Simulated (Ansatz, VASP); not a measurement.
## PC3: VASP beside Ansatz

```
P C
1.0
     4.55767    0.00000    0.00000
     0.00000    4.55767    0.00000
     0.00000    0.00000    4.55767
P C
2 6
Cartesian
  0.0000 0.0000 0.0000
  2.2788 2.2788 2.2788
  1.1394 0.0000 2.2788
  2.2788 3.4183 0.0000
  3.4183 0.0000 2.2788
  2.2788 1.1394 0.0000
  0.0000 2.2788 3.4183
  0.0000 2.2788 1.1394
```

Change from the starting cell: species swapped into the SnMo3 type (Pm-3n, No. 223).

Alike in both runs: task single point; functional PBE; k mesh 4 × 4 × 4; occupations gaussian, width 0.1 eV; no spin polarisation.

|  | VASP | Ansatz |
| --- | --- | --- |
| version | VASP 6.6.1 | Ansatz 0.2.0 |
| potentials or method | VASP PAW PBE potentials, release 64 (P, C) | scalar-relativistic, plane waves, PAW |
| plane-wave cutoff (eV) | 520 | 420 |
| valence electrons in the cell | 34 | 34 |

```csv
,VASP,Ansatz,Ansatz less VASP
gap on the k mesh at the Fermi level (eV),none,none,-
pressure (GPa),-24.0,-24.0,+0.03
```

A gap of «none» marks a metal or a gap that the smearing closes.

Caveats: so large a pressure means that the cell lies far from this level's equilibrium, or that cutoff or potentials fall short (VASP).
